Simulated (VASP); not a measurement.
Calculation: PBEsol GGA, VASP's PBE PAW potentials (set 64) (plane waves; VASP 6.6.1).

VASP input:

**POSCAR**
```
MgS(100) slab
1
    3.6610882474     0.0000000000     0.0000000000
    0.0000000000     3.6610882474     0.0000000000
    0.0000000000     0.0000000000    25.2903942212
Mg S
4 4
Direct
  0.0000000000   0.5000000000   0.3514194417
  0.5000000000   0.0000000000   0.4457300612
  0.0000000000   0.5000000000   0.5542699388
  0.5000000000   0.0000000000   0.6485805583
  1.0000000000   0.5000000000   0.4503114323
  0.5000000000   0.0000000000   0.3429381771
  0.0000000000   0.5000000000   0.6570618229
  0.5000000000   0.0000000000   0.5496885677
```

File KPOINTS:
```
Automatic mesh
0
Gamma
6 6 1
0 0 0
```

INCAR:
```
DIPOL=0.5 0.5 0.5
SYSTEM=MgS(100) slab
SIGMA=0.05   # width (eV)
ENCUT=400   # plane-wave cut-off (eV)
NELM=100   # most electronic steps
LCHARG=.FALSE.
LASPH=.TRUE.
LWAVE=.FALSE.
ALGO=Normal   # blocked Davidson
ISMEAR=0   # Gaussian
LORBIT=11   # lm-projected
GGA=PS   # PBEsol
LVHAR=.TRUE.
LDIPOL=.TRUE.
LREAL=.FALSE.
IDIPOL=3
EDIFF=1E-6
NELMIN=4
PREC=Normal
```

POTCAR, in this order: Mg S (PBE.64 set). Program: vasp_std. Read from the step before: WAVECAR.

Predict the energy per atom (σ→0).

```
Quantity                        Value
---------------------  --------------
energy per atom (σ→0)  -4.434 eV/atom
```

**OSZICAR**
```
       N       E                     dE             d eps       ncg     rms          rms(c)
DAV:   1    -0.354723266093E+02   -0.35472E+02   -0.14707E-05   496   0.305E-02    0.456E-03
DAV:   2    -0.354723252480E+02    0.13613E-05   -0.40741E-06   405   0.153E-02    0.282E-03
DAV:   3    -0.354723247288E+02    0.51919E-06   -0.16722E-06   409   0.829E-03    0.177E-03
DAV:   4    -0.354723246237E+02    0.10513E-06   -0.58784E-07   285   0.508E-03
   1 F= -.35472325E+02 E0= -.35472325E+02  d E =-.549939E-16
```

The cell is a thin slab with vacuum, built from MgS (rock salt): (100) face.
